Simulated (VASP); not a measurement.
# RuSe (Pm-3m) in VASP: further runs

One crystal, RuSe, is run at these levels: PBE+U, PBEsol+U; tasks: single point.

Program: VASP 6.6.1. These are calculated values, not measurements. Logs are shortened: lines on timing, memory, paths and dates and some standing lists are left out, and cuts for length are marked.

### 1 The crystal as given

It takes space group Pm-3m (No. 221, cubic). Conventional cell: a = 3.188 Å, b = 3.188 Å, c = 3.188 Å, α = 90.00°, β = 90.00°, γ = 90.00°. Ru (site symmetry m-3m) is surrounded by 8 Se at 2.76 Å. Se (site symmetry m-3m) is surrounded by 8 Ru at 2.76 Å.

The cell comes from a database or a generator and needn't be the stable form of this composition.

### 2 Single point, PBE+U, collinear spin, ferromagnetic start

Input file INCAR:

```
ALGO = Normal
EDIFF = 1E-7
ENCUT = 520
GGA = PE
ISIF = 2
ISMEAR = 0
ISPIN = 2
LASPH = T
LCHARG = F
LDAU = T
LDAUJ = 0 0
LDAUL = 2 -1
LDAUPRINT = 1
LDAUTYPE = 2
LDAUU = 3 0
LMAXMIX = 4
LORBIT = 11
LREAL = F
LWAVE = F
MAGMOM = 1 0
NBANDS = 21
NELM = 80
NUPDOWN = 4
PREC = Accurate
SIGMA = 0.05
```

Input file KPOINTS:

```
k-points
0
Gamma
  6 6 6
```

Input file POSCAR:

```
RuSe
1.0
    3.1876923100      0.0000000000      0.0000000000
    0.0000000000      3.1876923100      0.0000000000
    0.0000000000      0.0000000000      3.1876923100
Ru Se
1 1
Direct
    0.0000000000      0.0000000000      0.0000000000
    0.5000000000      0.5000000000      0.5000000000
```

Potentials or basis: VASP PAW PBE potentials, release 64 (Ru_pv, Se).

Started as:

```
$ cat potpaw_PBE.64/Ru_pv/POTCAR potpaw_PBE.64/Se/POTCAR > POTCAR
$ mpirun -np 1 vasp_std > vasp.out
```

OUTCAR:

```text
EDIFF = 1E-7
   ENCUT = 520
   GGA = PE
   ISIF = 2
   ISMEAR = 0
   ISPIN = 2
   LASPH = T
   LORBIT = 11
   LREAL = F
   NELM = 80
   NUPDOWN = 4
   PREC = Accurate

 ion  position               nearest neighbor table
   1  0.000  0.000  0.000-   2 2.76   2 2.76   2 2.76   2 2.76   2 2.76   2 2.76   2 2.76   2 2.76

   2  0.500  0.500  0.500-   1 2.76   1 2.76   1 2.76   1 2.76   1 2.76   1 2.76   1 2.76   1 2.76

  LATTYP: Found a simple cubic cell.
 ALAT       =     3.1876923100

  Lattice vectors:

 A1 = (   3.1876923100,   0.0000000000,   0.0000000000)
 A2 = (   0.0000000000,   3.1876923100,   0.0000000000)
 A3 = (   0.0000000000,   0.0000000000,   3.1876923100)

Analysis of symmetry for initial positions (statically):
=====================================================================
 Subroutine PRICEL returns:
 Original cell was already a primitive cell.

 Routine SETGRP: Setting up the symmetry group for a
 simple cubic supercell.

 Subroutine GETGRP returns: Found 48 space group operations
 (whereof 48 operations were pure point group operations)
 out of a pool of 48 trial point group operations.

The static configuration has the point symmetry O_h .

Analysis of symmetry for dynamics (positions and initial velocities):
=====================================================================
 Subroutine PRICEL returns:
 Original cell was already a primitive cell.

 Routine SETGRP: Setting up the symmetry group for a
 simple cubic supercell.

 Subroutine GETGRP returns: Found 48 space group operations
 (whereof 48 operations were pure point group operations)
 out of a pool of 48 trial point group operations.

The dynamic configuration has the point symmetry O_h .

Analysis of structural, dynamic, and magnetic symmetry:
=====================================================================
 Subroutine PRICEL returns:
 Original cell was already a primitive cell.

 Routine SETGRP: Setting up the symmetry group for a
 simple cubic supercell.

 Subroutine GETGRP returns: Found 48 space group operations
 (whereof 48 operations were pure point group operations)
 out of a pool of 48 trial point group operations.

The overall configuration has the point symmetry O_h .

 Subroutine INISYM returns: Found 48 space group operations
 (whereof 48 operations are pure point group operations),
 and found     1 'primitive' translations

----------------------------------------------------------------------------------------

                                     Primitive cell

  volume of cell :      32.3914

  direct lattice vectors                    reciprocal lattice vectors
     3.187692310  0.000000000  0.000000000     0.313706563  0.000000000  0.000000000
     0.000000000  3.187692310  0.000000000     0.000000000  0.313706563  0.000000000
     0.000000000  0.000000000  3.187692310     0.000000000  0.000000000  0.313706563

  length of vectors
     3.187692310  3.187692310  3.187692310     0.313706563  0.313706563  0.313706563

  position of ions in fractional coordinates (direct lattice)
     0.000000000  0.000000000  0.000000000
     0.500000000  0.500000000  0.500000000

  ion indices of the primitive-cell ions
   primitive index   ion index
                 1           1
                 2           2

----------------------------------------------------------------------------------------

 KPOINTS: k-points

Automatic generation of k-mesh.
 Grid dimensions read from file:
 generate k-points for:    6    6    6

 Generating k-lattice:

  Cartesian coordinates                     Fractional coordinates (reciprocal lattice)
     0.052284427  0.000000000  0.000000000     0.166666667  0.000000000  0.000000000
     0.000000000  0.052284427  0.000000000     0.000000000  0.166666667  0.000000000
     0.000000000  0.000000000  0.052284427     0.000000000  0.000000000  0.166666667

  Length of vectors
     0.052284427  0.052284427  0.052284427

  Shift w.r.t. Gamma in fractional coordinates (k-lattice)
     0.000000000  0.000000000  0.000000000

 Subroutine IBZKPT returns following result:
 ===========================================

 Found     20 irreducible k-points:

 Following reciprocal coordinates:
            Coordinates               Weight
  0.000000  0.000000  0.000000      1.000000
  0.166667  0.000000  0.000000      6.000000
  0.333333  0.000000  0.000000      6.000000
  0.500000  0.000000  0.000000      3.000000
  0.166667  0.166667  0.000000     12.000000
  0.333333  0.166667  0.000000     24.000000
[... 12 lines left out ...]
  0.500000  0.500000  0.333333      6.000000
  0.500000  0.500000  0.500000      1.000000
   k-points           NKPTS =     20   k-points in BZ     NKDIM =     20   number of bands    NBANDS=     21
   number of dos      NEDOS =    301   number of ions     NIONS =      2
   total plane-waves  NPLWV =  13824
   dimension x,y,z NGX =    24 NGY =   24 NGZ =   24
   dimension x,y,z NGXF=    48 NGYF=   48 NGZF=   48
   ions per type =               1   1
   NGX,Y,Z   is equivalent  to a cutoff of  12.52, 12.52, 12.52 a.u.
   NGXF,Y,Z  is equivalent  to a cutoff of  25.03, 25.03, 25.03 a.u.
 SYSTEM =  unknown system
   PREC   = accura    normal or accurate (medium, high low for compatibility)
   ISTART =      0    job   : 0-new  1-cont  2-samecut
   ICHARG =      2    charge: 1-file 2-atom 10-const
   ISPIN  =      2    spin polarized calculation?
   LNONCOLLINEAR =      F non collinear calculations
   LSORBIT =      F    spin-orbit coupling
   LASPH  =      T    aspherical Exc in radial PAW
   ENCUT  =  520.0 eV  38.22 Ry    6.18 a.u.   5.93  5.93  5.93*2*pi/ulx,y,z
   NELM   =     80;   NELMIN=  2; NELMDL= -5     # of ELM steps
   EDIFF  = 0.1E-06   stopping-criterion for ELM
   LREAL  =      F    real-space projection
   EDIFFG = 0.1E-05   stopping-criterion for IOM
   NSW    =      0    number of steps for IOM
   IBRION =     -1    ionic relax: 0-MD 1-quasi-New 2-CG
   NFREE  =      0    steps in history (QN), initial steepest desc. (CG)
   ISIF   =      2    stress and relaxation
   ISYM   =      2    0-nonsym 1-usesym 2-fastsym
   POTIM  = 0.5000    time-step for ionic-motion
   TEBEG  =    0.0;   TEEND  =   0.0 temperature during run
   PSTRESS=    0.0 pullay stress
   NELECT =      20.0000    total number of electrons
   NUPDOWN=       4.0000    fix difference up-down
   EMIN   =  10.00;   EMAX   =-10.00  energy-range for DOS
   EFERMI =   0.00;   METHOD = LEGACY
   ISMEAR =     0;   SIGMA  =   0.05  broadening in eV -4-tet -1-fermi 0-gaus
   EFERMI_NEDOS =   21; number of points for ismear=-14 and -15
   IALGO  =     38    algorithm
   IMIX   =      4    mixing-type and parameters
     AMIX     =   0.40;   BMIX     =  1.00
     AMIX_MAG =   1.60;   BMIX_MAG =  1.00
  volume/ion in A,a.u.               =      16.20       109.29
  Fermi-wavevector in a.u.,A,eV,Ry     =   1.394040  2.634353 26.440832  1.943346
  Thomas-Fermi vector in A             =   2.517627
   LORBIT       =     11    0 simple, 1 ext, 2 COOP (PROOUT), +10 PAW based schemes
 LDA+U is selected, type is set to LDAUTYPE =  2
   angular momentum for each species LDAUL =     2   -1
   U (eV)           for each species LDAUU =   3.0  0.0
   J (eV)           for each species LDAUJ =   0.0  0.0
   GGA     = PE    functional components
   LHFCALC =     F    Hartree Fock is set to
   AEXX    =    0.0000 exact exchange contribution
   IVDW    =     0    specifies the selected vdW correction
   LEPSILON=     F    determine dielectric tensor
   LRPA    =     F    only Hartree local field effects (RPA)
 spin polarized calculation
 Gauss-broadening in eV      SIGMA  =   0.05
  energy-cutoff  :      520.00
  volume of cell :       32.39
 maximum number of plane-waves:       912
 NGX is ok and might be reduce to    24
   NGX = 11   NGY = 11   NGZ = 11

 number of electron      19.9999993 magnetization       4.8174288

 Free energy of the ion-electron system (eV)
  ---------------------------------------------------
  ext. energy  EPLUGINS =         0.00000000
  ---------------------------------------------------
  free energy    TOTEN  =        -5.75761112 eV

  energy without entropy =       -5.75498431  energy(sigma->0) =       -5.75629771

atom =   1  type =  1  l = 2

 onsite density matrix

spin component  1

  0.9137  0.0000 -0.0000  0.0000  0.0000
  0.0000  0.9137 -0.0000  0.0000  0.0000
 -0.0000 -0.0000  0.8827 -0.0000  0.0000
  0.0000  0.0000 -0.0000  0.9137  0.0000
  0.0000  0.0000  0.0000  0.0000  0.8827

spin component  2

  0.2009 -0.0000  0.0000 -0.0000 -0.0000
 -0.0000  0.2009  0.0000 -0.0000 -0.0000
  0.0000  0.0000  0.3926  0.0000  0.0000
 -0.0000 -0.0000  0.0000  0.2009  0.0000
 -0.0000 -0.0000  0.0000  0.0000  0.3926

 occupancies and eigenvectors

  o =  0.2009  v =  0.0000  0.0000  0.0000  0.0000  0.0000  0.9979  0.0482 -0.0000  0.0430  0.0000      0.0000  0.0000  0.0000  0.0000  0.0000  0.0000  0.0000  0.0000  0.0000  0.0000
  o =  0.2009  v =  0.0000  0.0000  0.0000  0.0000  0.0000  0.0585 -0.9563  0.0000 -0.2866 -0.0000      0.0000  0.0000  0.0000  0.0000  0.0000  0.0000  0.0000  0.0000  0.0000  0.0000
  o =  0.2009  v =  0.0000  0.0000  0.0000  0.0000  0.0000  0.0273  0.2885  0.0000 -0.9571  0.0000      0.0000  0.0000  0.0000  0.0000  0.0000  0.0000  0.0000  0.0000  0.0000  0.0000
  o =  0.3926  v =  0.0000  0.0000  0.0000  0.0000  0.0000  0.0000  0.0000  0.0025 -0.0000 -1.0000      0.0000  0.0000  0.0000  0.0000  0.0000  0.0000  0.0000  0.0000  0.0000  0.0000
  o =  0.3926  v =  0.0000  0.0000  0.0000  0.0000  0.0000 -0.0000 -0.0000 -1.0000 -0.0000 -0.0025      0.0000  0.0000  0.0000  0.0000  0.0000  0.0000  0.0000  0.0000  0.0000  0.0000
  o =  0.8827  v =  0.0000 -0.0000  0.9999 -0.0000 -0.0121  0.0000  0.0000  0.0000  0.0000  0.0000      0.0000  0.0000  0.0000  0.0000  0.0000  0.0000  0.0000  0.0000  0.0000  0.0000
  o =  0.8827  v =  0.0000 -0.0000  0.0121  0.0000  0.9999  0.0000  0.0000  0.0000  0.0000  0.0000      0.0000  0.0000  0.0000  0.0000  0.0000  0.0000  0.0000  0.0000  0.0000  0.0000
  o =  0.9137  v =  0.0000  0.5254 -0.0000 -0.8509  0.0000  0.0000  0.0000  0.0000  0.0000  0.0000      0.0000  0.0000  0.0000  0.0000  0.0000  0.0000  0.0000  0.0000  0.0000  0.0000
  o =  0.9137  v =  0.0000 -0.8509 -0.0000 -0.5254 -0.0000  0.0000  0.0000  0.0000  0.0000  0.0000      0.0000  0.0000  0.0000  0.0000  0.0000  0.0000  0.0000  0.0000  0.0000  0.0000
  o =  0.9137  v =  1.0000  0.0000  0.0000  0.0000  0.0000  0.0000  0.0000  0.0000  0.0000  0.0000      0.0000  0.0000  0.0000  0.0000  0.0000  0.0000  0.0000  0.0000  0.0000  0.0000

 number of electron      19.9999993 magnetization       4.0000031

 Free energy of the ion-electron system (eV)
  ---------------------------------------------------
  ext. energy  EPLUGINS =         0.00000000
  ---------------------------------------------------
  free energy    TOTEN  =        -7.35275356 eV

  energy without entropy =       -7.35051866  energy(sigma->0) =       -7.35163611

 E-fermi :   8.9980     XC(G=0): -12.2500

 val. band max:       11.4438474711   @ k =   0.5000   0.5000   0.1667
 cond. band min:       8.9985447019   @ k =   0.3333   0.3333   0.3333
 fundamental gap:     -2.4453027693
 Fermi energy:        11.4446017050

 spin component 1

 k-point     1 :       0.0000    0.0000    0.0000
  band No.  band energies     occupation
      1     -34.9112      1.00000
      2     -34.9112      1.00000
      3     -34.9112      1.00000
      4      -6.1414      1.00000
      5       3.7815      1.00000
      6       3.7815      1.00000
[... 469 lines left out ...]
     20      31.8349      0.00000
     21      31.8349      0.00000
 Fermi energy:         8.9980211308

 spin component 2

 k-point     1 :       0.0000    0.0000    0.0000
  band No.  band energies     occupation
      1     -32.4378      1.00000
      2     -32.4378      1.00000
      3     -32.4378      1.00000
      4      -5.5398      1.00000
      5       6.5339      1.00000
      6       6.5339      1.00000
[... 469 lines left out ...]
     20      32.4565      0.00000
     21      32.4565      0.00000

------------------------ aborting loop because EDIFF is reached ----------------------------------------

  FORCE on cell =-STRESS in cart. coord.  units (eV):
  Direction    XX          YY          ZZ          XY          YZ          ZX
  --------------------------------------------------------------------------------------
  -------------------------------------------------------------------------------------
  Total        5.6853978      5.6853978      5.6853978      0.0000000      0.0000000     -0.0000000
  in kB      281.2174433    281.2174433    281.2174433      0.0000000      0.0000000     -0.0000000
  external PRESSURE =     281.2174433 kB  Pullay stress =       0.0000000 kB

 VOLUME and BASIS-vectors are now :
 -----------------------------------------------------------------------------
  energy-cutoff  :      520.00
  volume of cell :       32.39
      direct lattice vectors                 reciprocal lattice vectors
     3.187692310  0.000000000  0.000000000     0.313706563  0.000000000  0.000000000
     0.000000000  3.187692310  0.000000000     0.000000000  0.313706563  0.000000000
     0.000000000  0.000000000  3.187692310     0.000000000  0.000000000  0.313706563

 POSITION                                       TOTAL-FORCE (eV/Angst)
 -----------------------------------------------------------------------------------
      0.00000      0.00000      0.00000         0.000000      0.000000      0.000000
      1.59385      1.59385      1.59385         0.000000      0.000000      0.000000
 -----------------------------------------------------------------------------------
    total drift:                                0.000000      0.000000      0.000000

  FREE ENERGIE OF THE ION-ELECTRON SYSTEM (eV)
  ---------------------------------------------------
  free  energy   TOTEN  =        -7.3527535583 eV

  energy  without entropy=       -7.3505186642  energy(sigma->0) =       -7.35163611

 total charge

# of ion       s       p       d       tot
------------------------------------------
    1        0.251   6.170   5.854  12.275
    2        1.474   2.411   0.073   3.958
--------------------------------------------------
tot          1.725   8.580   5.928  16.233

 magnetization (x)

# of ion       s       p       d       tot
------------------------------------------
    1        0.032   0.041   3.108   3.182
    2        0.064   0.446   0.019   0.530
--------------------------------------------------
tot          0.096   0.487   3.128   3.712
```

It took 16 s on 1 thread of Intel Xeon Platinum 8559C (Emerald Rapids), shared host; peak memory 0.15 GiB.

Results:

* Free energy: -7.3528 eV
* Pressure: 28.1 GPa
* Net moment: 4.00 μB per cell
* Site moments: Ru +3.18; Se +0.53 μB
* Valence electrons inside the program's atomic spheres: Ru 12.28; Se 3.96

Eigenvalues of the final occupation matrices:
| site | spin | trace | eigenvalues |
| --- | --- | --- | --- |
| site 1 d | 1 | 4.51 | 0.88 0.88 0.91 0.91 0.91 |
| site 1 d | 2 | 1.39 | 0.20 0.20 0.20 0.39 0.39 |

Caveat: the moment is held away from its start; a pressure of tens of GPa on the cell as given is suspect, and the run, the potentials or the cell itself is likely at fault; the total moment is fixed, so each spin has its own Fermi level. The state reached can hang on the start; a lower one may exist.

### 3 Single point, PBEsol+U, collinear spin, ferromagnetic start

Input file INCAR:

```
SYSTEM = RuSe
ALGO     = Fast           ! electronic algorithm
EDIFF    = 1E-6           ! SCF threshold, eV
ENCUT    = 520            ! plane-wave cutoff, eV
GGA      = PS             ! functional
ISIF     = 2              ! what is computed and relaxed
ISMEAR   = 0              ! smearing method
ISPIN    = 2              ! spin polarisation
LASPH    = .True.         ! aspherical terms in the spheres
LCHARG   = .True.         ! write CHGCAR
LDAU     = .True.         ! DFT+U
LDAUJ    = 0 0          
LDAUL    = 2 -1           ! shell
LDAUPRINT= 1            
LDAUTYPE = 2            
LDAUU    = 7 0            ! U, eV
LELF     = .True.         ! ELF
LMAXMIX  = 4              ! l up to which the mixer works
LORBIT   = 11             ! projections on sites
LREAL    = .False.        ! projectors in reciprocal space
LVHAR    = .True.       
LWAVE    = .False.        ! write WAVECAR
MAGMOM   = 1 0            ! initial moments
NBANDS   = 21             ! bands
NELM     = 100            ! most SCF steps
PREC     = Accurate       ! precision mode
SIGMA    = 0.05           ! smearing width, eV
```

Input file KPOINTS:

```
k-points
0
Gamma
  6 6 6
  0 0 0
```

POSCAR is that of step 2.

Potentials or basis: VASP PAW PBE potentials, release 64 (Ru_pv, Se).

Started as:

```
$ cat potpaw_PBE.64/Ru_pv/POTCAR potpaw_PBE.64/Se/POTCAR > POTCAR
$ mpirun -np 1 vasp_std > vasp.out
```

Run time: 3.1 min. Hardware: 1 thread of AMD EPYC 7R43 (Zen 3), shared host; peak memory 0.13 GiB.

It converged, with:

- Free energy: -5.9124 eV
- Pressure: -1.0 GPa
- Band gap on the k mesh: none (metal or under the smearing width)
- Net moment: 1.86 μB per cell
- Site moments: Ru +1.89; Se -0.03 μB
- Valence electrons inside the program's atomic spheres: Ru 12.58; Se 3.74

Levels at points of the mesh, in eV from the Fermi level:
Spin up:
| k point | band 7 | band 8 | band 9 | band 10 | band 11 | band 12 | band 13 | band 14 | band 15 | band 16 |
| --- | --- | --- | --- | --- | --- | --- | --- | --- | --- | --- |
| (0.00, 0.00, 0.00) | -2.53 | -2.53 | -2.53 | -1.60 | -1.60 | -1.60 | 2.25 | 7.94 | 7.94 | 11.45 |
| (0.50, 0.00, 0.00) | -4.73 | -4.73 | -2.43 | -2.39 | 2.17 | 2.17 | 5.28 | 6.09 | 8.70 | 8.70 |
| (0.50, 0.50, 0.00) | -5.46 | -3.43 | -3.43 | -2.75 | -2.37 | 0.03 | 2.14 | 10.10 | 10.10 | 10.25 |
| (0.50, 0.50, 0.50) | -7.61 | -2.70 | -2.70 | 1.51 | 1.51 | 1.51 | 2.47 | 2.47 | 2.47 | 8.04 |
Spin down:
| k point | band 5 | band 6 | band 7 | band 8 | band 9 | band 10 | band 11 | band 12 | band 13 | band 14 |
| --- | --- | --- | --- | --- | --- | --- | --- | --- | --- | --- |
| (0.00, 0.00, 0.00) | -1.63 | -1.63 | -1.63 | -1.07 | -1.07 | -0.58 | -0.58 | -0.58 | 2.78 | 9.66 |
| (0.50, 0.00, 0.00) | -8.04 | -3.61 | -3.61 | -0.39 | 0.01 | 3.00 | 3.00 | 3.70 | 5.61 | 6.05 |
| (0.50, 0.50, 0.00) | -5.93 | -5.93 | -1.65 | -1.65 | -1.52 | -0.68 | -0.03 | 4.06 | 5.20 | 10.48 |
| (0.50, 0.50, 0.50) | -6.98 | -6.98 | -6.98 | 2.78 | 2.78 | 2.78 | 2.87 | 2.87 | 2.87 | 4.15 |

Eigenvalues of the final occupation matrices:
```tsv
site	spin	trace	eigenvalues
site 1 d	1	4.07	0.77 0.77 0.77 0.88 0.88
site 1 d	2	2.18	0.16 0.16 0.62 0.62 0.62
```

Caveat: the PAW data sets were made with another functional, which shifts forces and pressure a little. The state reached can hang on the start; a lower one may exist.

(Continued in part 2 of 2.)
